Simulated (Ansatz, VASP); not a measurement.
**One calculation of GeCN2, two programs**

INCAR

```
ALGO     = Normal         # electronic algorithm
EDIFF    = 1E-6           # SCF threshold, eV
ENCUT    = 520            # plane-wave cutoff, eV
GGA      = CA             # functional
ISIF     = 2              # what is computed and relaxed
ISMEAR   = 0              # smearing method
LASPH    = True           # aspherical terms in the spheres
LCHARG   = False          # write CHGCAR
LREAL    = False          # projectors in reciprocal space
LWAVE    = False          # write WAVECAR
NBANDS   = 22             # bands
NELM     = 100            # most SCF steps
PREC     = Accurate       # precision mode
SIGMA    = 0.02           # smearing width, eV
```

KPOINTS

```
k-points
0
Gamma
  9 9 9
```

POSCAR

```
GeCN2
1.0
    1.8206972252      1.0511800331      4.8481278542
   -1.8206972252      1.0511800331      4.8481278542
    0.0000000000     -2.1023600663      4.8481278542
Ge C N
1 1 2
Direct
    0.0000000000      0.0000000000      0.0000000000
    0.5000000000      0.5000000000      0.5000000000
    0.4304619740      0.4304619740      0.4304619740
    0.5695380260      0.5695380260      0.5695380260
```

Input for Ansatz:

```yaml
crystal:
  lattice:
    - [1.8206972252, 1.0511800331, 4.8481278542]
    - [-1.8206972252, 1.0511800331, 4.8481278542]
    - [0.0, -2.1023600663, 4.8481278542]
  atoms:
    - { symbol: Ge, position: [0.0, 0.0, 0.0] }
    - { symbol: C, position: [0.5, 0.5, 0.5] }
    - { symbol: "N", position: [0.430461974, 0.430461974, 0.430461974] }
    - { symbol: "N", position: [0.569538026, 0.569538026, 0.569538026] }
basis:
  ecutwfc: 420
kpoints:
  mp_grid: { grid: [9, 9, 9] }
hamiltonian:
  xc: lda
scf:
  occupations: { method: gaussian, width: 0.02 }
output:
  forces: true
  stress: true
  eigenvalues: true
  populations: true
```

Alike in both runs: task single point; functional LDA; k mesh 9 × 9 × 9; occupations gaussian, width 0.02 eV; no spin polarisation.

|  | VASP | Ansatz |
| --- | --- | --- |
| version | VASP 6.6.1 | Ansatz 0.2.0 |
| potentials or method | VASP PAW LDA potentials, release 64 (Ge_d, C, N) | scalar-relativistic, plane waves, PAW |
| plane-wave cutoff (eV) | 520 | 420 |
| valence electrons in the cell | 28 | 28 |

```tsv
	VASP	Ansatz	Ansatz less VASP
gap on the k mesh at the Fermi level (eV)	1.61	1.61	+0.003
least direct gap on the mesh (eV)	2.03	2.04	+0.007
pressure (GPa)	64.3	61.6	-2.73
largest component of the traceless stress (GPa)	148.00	142.14	-5.863
rms of the force components (eV/Å)	16.000	15.393	-0.6076
```

Atom by atom the forces differ by 0.608 eV/Å (rms over components).

Caveats: the standard files for N, O and F lose accuracy on very short bonds; the cell as given lies far from equilibrium; so large a pressure means that the cell lies far from this level's equilibrium, or that cutoff or potentials fall short (VASP); an odd mesh through Γ misses points on the zone boundary, where band edges often lie; forces of over 1 eV/Å show positions far from the minimum, so gaps and moduli don't describe the material at rest.
